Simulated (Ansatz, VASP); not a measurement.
# AlSi23HO48 (Al-H pair in alpha-quartz): VASP beside Ansatz, part 3 of 3

Aim: how closely do two programs agree when they are given the same cell, functional and k mesh? Of the first pair: The structure shown is the start of the Ansatz relaxation below; VASP solves that cell, so the two are compared at the walk's first step.

VASP 6.6.1 and Ansatz 0.2.0.

So far. Step 3 (VASP: single point, r2SCAN, start cell, pair 1): The run ends at a pressure of 3.55 GPa, with forces up to 33 eV/Å.

## (6) VASP: single point, r2SCAN, relaxed cell, pair 2

Level of this step: r2SCAN; plane waves and PAW (Si, O, Al, H) (VASP).

The same cell, functional, mesh and smearing now go to VASP, with its own data sets.

INCAR reads:

```
SYSTEM = AlSi23HO48
PREC = Accurate
ENCUT = 580
EDIFF = 1E-06
NELM = 120
ISMEAR = -1
SIGMA = 0.01
LREAL = Auto
ALGO = Normal
METAGGA = R2SCAN
LASPH = .TRUE.
NBANDS = 248
LORBIT = 11
LWAVE = .FALSE.
LCHARG = .FALSE.
ISIF = 2
ISYM = 0
GGA_COMPAT = .FALSE.
EFERMI = MIDGAP
LMIXTAU = .TRUE.
NCORE = 2
```

POSCAR reads:

```
AlSi23HO48
1.0
    9.8440541300      0.0000000000      0.0000000000
   -4.9220270600      8.5252009500      0.0000000000
    0.0000000000      0.0000000000     10.8302852700
Si O Al H
23 48 1 1
Direct
    0.2273082373      0.9892362793      0.3304983260
    0.0009543202      0.2399661973      0.1629881715
    0.2679178773      0.2707457265      0.9962245996
    0.2399258729      0.0042513790      0.8326627369
    0.0042734879      0.2374850060      0.6712219020
    0.2350175890      0.5042315512      0.3297035595
    0.9965953693      0.7239686014      0.1613547029
    0.2717287160      0.7717165837      0.9985798143
    0.2382921896      0.5050584720      0.8291750537
    0.0048996848      0.7349236804      0.6687857868
    0.2658751833      0.7650181225      0.4982039459
    0.7412660077      0.9995736049      0.3314724918
    0.4987170149      0.2396932837      0.1669852001
    0.7591150188      0.2631384190      0.0006974668
    0.7310015987      0.9992606611      0.8342442091
    0.5078090622      0.2296550064      0.6622875454
    0.7720818761      0.2619033138      0.5026917743
    0.7369556946      0.4959484628      0.3341362652
    0.5013964295      0.7361138202      0.1644235990
    0.7630863652      0.7622724340      0.9963086064
    0.7327356123      0.4981540961      0.8303144334
    0.5013652734      0.7363757177      0.6627136805
    0.7733957060      0.7669219307      0.4984458546
    0.1712533307      0.1095380483      0.3946930839
    0.3593567812      0.0816915052      0.2292582265
    0.4290181231      0.2982498049      0.0579688752
    0.1357848756      0.2131810960      0.1032240539
    0.0706468695      0.3687238174      0.2717080473
    0.3004208992      0.4390693857      0.4335601021
    0.2107995473      0.1388676225      0.8897361576
    0.3722980156      0.0703497996      0.7264513484
    0.4443892517      0.2793405610      0.5456259262
    0.1380826026      0.2057836826      0.6230396888
    0.0702831450      0.3732297962      0.7767998103
    0.2983666012      0.4333924977      0.9364611891
    0.2059001999      0.6402700164      0.3864622484
    0.3593290103      0.5751944653      0.2165282794
    0.4350016376      0.8065478370      0.0609342195
    0.1348469914      0.7025589574      0.1025833645
    0.0682039670      0.8550395131      0.2702750983
    0.2912101258      0.9283539273      0.4407283435
    0.2208215336      0.6462718916      0.8876490087
    0.3663253376      0.5714722560      0.7183354021
    0.4302907297      0.7966924657      0.5551234768
    0.1374500144      0.7056300621      0.6076816136
    0.0776647904      0.8663385163      0.7755951513
    0.2953903518      0.9346438005      0.9450545280
    0.7098271794      0.1280128870      0.3962216980
    0.8694831915      0.0752182350      0.2223034376
    0.9239367072      0.2946303813      0.0568743336
    0.6304436419      0.2059450652      0.1107765904
    0.5715435499      0.3690547516      0.2747854252
    0.7931363994      0.4206126320      0.4407398257
    0.6968606515      0.1278045220      0.8968926350
    0.8620191409      0.0777532012      0.7283323959
    0.9382132873      0.2943825265      0.5561975847
    0.6488040217      0.2019911102      0.6159554643
    0.5733222438      0.3649481378      0.7681896521
    0.7863593415      0.4247249304      0.9408487070
    0.7165835709      0.6354128426      0.3922201809
    0.8655003793      0.5628144917      0.2236782886
    0.9232433362      0.7845904141      0.0563125394
    0.6317668273      0.7035619361      0.1036292823
    0.5790028591      0.8606065922      0.2768760956
    0.8167223159      0.9328876362      0.4328606000
    0.7039594988      0.6332554045      0.8872306517
    0.8692548531      0.5728746465      0.7266701500
    0.9341781494      0.7954729180      0.5605985649
    0.6395347007      0.7152573213      0.6021080199
    0.5706493405      0.8628756760      0.7735532584
    0.7928384328      0.9263405079      0.9397374561
    0.2754232118      0.2766465045      0.5082343303
    0.0576975181      0.0558386419      0.4084068163
```

KPOINTS reads:

```
Points of the shifted mesh
1
Reciprocal
 0.2500000000  0.2500000000  0.2500000000 1
```

PAW data sets: Si, O, Al and H (PBE family, release 64).

Launch:

```sh
$ mpirun -np 8 vasp_std
```

Numbers of over 12 decimals in the logs are rounded to 6 here.

The log of the run:

```text
[banner, memory and clock lines left out]
running    8 mpi-ranks, on    1 nodes
[...]
[... a notice as in an earlier step ...]

 LDA part: xc-table for (None), standard interpolation
 POSCAR, INCAR and KPOINTS ok, starting setup
[...]
entering main loop
       N       E                     dE             d eps       ncg     rms          rms(c)
DAV:   1     0.238336625869E+04    0.23834E+04   -0.21883E+05   504   0.160E+03
DAV:   2    -0.689343978337E+03   -0.30727E+04   -0.29857E+04   592   0.356E+02
DAV:   3    -0.903999035165E+03   -0.21466E+03   -0.21353E+03   600   0.975E+01
DAV:   4    -0.907294879875E+03   -0.32958E+01   -0.32836E+01   600   0.129E+01
[...]
DAV:  22    -0.717051213393E+03   -0.11373E-05   -0.15461E-06   400   0.462E-03    0.130E-03
DAV:  23    -0.717051214458E+03   -0.10657E-05   -0.78491E-07   344   0.277E-03    0.182E-03
DAV:  24    -0.717051214702E+03   -0.24404E-06   -0.26273E-07   336   0.198E-03
   1 F= -.71705121E+03 E0= -.71705121E+03  d E =0.000000E+00
```

From OUTCAR (step 6):

```text
  Total        2.7789396      2.3974064      2.2609058     -1.5232303     -0.2300102      0.9562647
  in kB        4.8985909      4.2260411      3.9854240     -2.6850826     -0.4054517      1.6856608
  external PRESSURE =       4.3700187 kB  Pullay stress =       0.0000000 kB

 POSITION                                       TOTAL-FORCE (eV/Angst)
 -----------------------------------------------------------------------------------
     -2.63141      8.43344      3.57939        -0.000065      0.044299      0.010432
     -1.17173      2.04576      1.76521         0.010009     -0.017448     -0.003626
      1.30478      2.30816     10.78940         0.011760      0.017468     -0.001471
      2.34092      0.03624      9.01797        -0.025326     -0.001501      0.004120
     -1.12684      2.02461      7.26952        -0.016175     -0.017429      0.008899
     -0.16832      4.29868      3.57078        -0.034120      0.004227     -0.018052
      6.24715      6.17198      1.74752         0.006731     -0.019651      0.000322
     -1.12350      6.57904     10.81490         0.009628      0.020062      0.002728
     -0.14015      4.30572      8.98020        -0.014219      0.014022      0.002218
     -3.56908      6.26537      7.24314         0.008280     -0.011317      0.005511
     -1.14815      6.52193      5.39569         0.005877      0.026251      0.008822
      2.37713      8.52157      3.58994        -0.026451     -0.001934     -0.004492
      3.72962      2.04343      1.80850        -0.007145     -0.027998      0.016151
      6.17759      2.24331      0.00755         0.007904      0.012501     -0.000027
[...]
-----------------------------------------------------------------------------------
    total drift:                               -0.006571     -0.003234      0.032580

  FREE ENERGIE OF THE ION-ELECTRON SYSTEM (eV)
  ---------------------------------------------------
  free  energy   TOTEN  =      -717.0512147025 eV

  energy  without entropy=     -717.0512147025  energy(sigma->0) =     -717.05121470

[... 1 part as in an earlier step ...]

[... 2 further parts left out ...]
[key lines of the parts left out:]
E-fermi :   4.4012
```

The run ends at a pressure of 0.44 GPa, with forces up to 0.13 eV/Å.

## (7) Comparison

The two programs side by side:

```
              quantity  Ansatz   VASP  difference
gap on the k mesh (eV)   7.075  7.070      +0.005
```

At this near-relaxed geometry the largest component of a force difference is 128 meV/Å. A gap on the mesh is an upper bound, since the band edges may lie between its points.

## (8) Summary of results

* r.m.s. force difference (single point, r2SCAN, start cell, pair 1): 2.9 % of the r.m.s. force
* r.m.s. force difference (single point, r2SCAN, relaxed cell, pair 2): 17 meV/Å

What this shows: The r.m.s. force difference is 17 meV/Å (single point, r2SCAN, relaxed cell, pair 2), beyond the 12 meV/Å picked in this series as the mark of a large difference. What causes the difference of the single point, r2SCAN, relaxed cell, pair 2 pair stays open here. How closely two codes agree says nothing of how well the functional describes the real material.

[Lines on the potential files, build, host, timing and source positions are cut from VASP's logs without a mark.]

[Logs are printed without paths, hosts, clocks, repeated set-up lines and the standing remarks that a program may print on its own settings, such as how far it seeks lower states.]

[Hosts, paths, dates, database ids (printed as entryN), source tags and the programs' standing remarks are cut or masked in the printed files.]
